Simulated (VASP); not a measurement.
Consider the following.

```
CELL_PARAMETERS angstrom
      5.23027     0.00000     0.00000
      0.00000     5.30549     0.00000
     -0.88680     0.00000     5.33538
ATOMIC_POSITIONS crystal
  Zr 0.72369 0.95785 0.79040
  Zr 0.27631 0.04215 0.20960
  Zr 0.27631 0.45785 0.70960
  Zr 0.72369 0.54215 0.29040
  O  0.06921 0.16629 0.84383
  O  0.93079 0.83371 0.15617
  O  0.93079 0.66629 0.65617
  O  0.06921 0.33371 0.34383
  O  0.55070 0.25742 0.02140
  O  0.44930 0.74258 0.97860
  O  0.44930 0.75742 0.47860
  O  0.55070 0.24258 0.52140
```

Computed with PBE GGA, VASP's PBE PAW potentials (set 64) (plane waves; VASP 6.6.1). Run with 400 eV cut-off, 4×4×3 Γ-centred mesh, Gaussian smearing of 0.010 eV, potentials Zr_sv O.

At this cut-off the stress carries a Pulay error, which pulls relaxed volumes low.

Which forces act on the atoms, in eV/Å?

| atom | Fx | Fy | Fz |
|---|---|---|---|
| Zr1 | 0.182 | -0.102 | 0.077 |
| Zr2 | -0.182 | 0.102 | -0.077 |
| Zr3 | -0.182 | -0.102 | -0.077 |
| Zr4 | 0.182 | 0.102 | 0.077 |
| O5 | 0.002 | 0.016 | 0.060 |
| O6 | -0.002 | -0.016 | -0.060 |
| O7 | -0.002 | 0.016 | -0.060 |
| O8 | 0.002 | -0.016 | 0.060 |
| O9 | -0.117 | 0.021 | 0.065 |
| O10 | 0.117 | -0.021 | -0.065 |
| O11 | 0.117 | 0.021 | -0.065 |
| O12 | -0.117 | -0.021 | 0.065 |

Give the stress tensor in GPa (positive for a compressed cell).

```
-11.42    0.00   -0.59
  0.00  -11.47    0.00
 -0.59    0.00  -10.74
```
The pressure is its mean diagonal, -11.21 GPa.

The structure comes from a computed database's ZrO2 entry, a phase known from measurement. The cell was not relaxed at this level.
